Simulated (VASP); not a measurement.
Energy against volume of Ti (hcp). Calculation: LDA (Ceperley-Alder, Perdew-Zunger), VASP's LDA PAW potentials (set 64) (plane waves; VASP). Run with 520 eV cut-off, 15×15×8 Γ-centred mesh, first-order Methfessel-Paxton smearing of 0.10 eV, potentials Ti_sv.

Shape and ions are relaxed at each volume.

| V (Å³/atom) | E (eV/atom) |
|---|---|
| 15.597 | -8.54394 |
| 16.080 | -8.54998 |
| 16.562 | -8.54463 |
| 17.045 | -8.52934 |

Fit these four points and predict the energy of the run at 15.115 Å³/atom.

A cubic in V^(−2/3), the third-order Birch-Murnaghan form, passes through the four points with V0 = 16.08 Å³/atom and B0 = 126 GPa, and gives -8.5248 eV/atom there. The run gave -8.5249 eV/atom, -0.1 meV/atom from the fit; all five points give B0 = 126 GPa.

The compound is Ti in the hcp structure. It was relaxed first, which changed the volume by -9 %.
